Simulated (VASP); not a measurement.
```xyz
3
Lattice="0.0000 2.8548 2.8548 2.8548 0.0000 2.8548 2.8548 2.8548 0.0000" Properties=species:S:1:pos:R:3 pbc="T T T"
Li     1.4274     1.4274     1.4274
Li     4.2823     4.2823     4.2823
S      2.8548     2.8548     0.0000
```

Calculation: PBE GGA, VASP's PBE PAW potentials (set 64) (plane waves; VASP). Numerical set-up: 520 eV cut-off, Gaussian smearing of 0.050 eV, potentials Li_sv S.

Question: Predict the band gap (along the path) with the smallest direct gap where there is one.

Answer: 
```
Item                                   Result
------------------------------------  -------
band gap (along the path)             3.39 eV
smallest direct gap (along the path)  4.24 eV
```

Only differences to runs with the same potentials and settings are physical.

The compound is Li2S in the antifluorite structure. It was relaxed first.
